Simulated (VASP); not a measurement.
Energy against volume of K (bcc). These are SCAN meta-GGA, VASP's PBE PAW potentials (set 64) (plane waves; VASP 6.6.1) values and carry that method's errors.

```csv
V (Å³/atom),E (eV/atom)
70.211,-8.32802
72.452,-8.33104
74.693,-8.33236
76.933,-8.33221
79.174,-8.33077
```

Task: Fit a third-order Birch-Murnaghan equation of state.

Result: 
- volume per atom = 75.56 Å^3/atom
- bulk modulus = 3.4 GPa
- pressure derivative of the bulk modulus = 3.47
- lattice constant a = 532.6 pm

Measured: bulk modulus 3.8 GPa at 0 K (computed value off by -10.1 %), as given by H. Levämäki et al., Physical Review B (2014), arXiv:1402.3671 [corrected for temperature and zero-point phonon effects]; a 5.212 Å at 0 K (computed value off by +2.2 %), as given by Gábor I. Csonka et al., Physical Review B (2009), arXiv:0903.4037 [low-temperature or extrapolated to 0 K; zero-point anharmonic expansion removed].

The compound is K in the bcc structure. It was relaxed first.
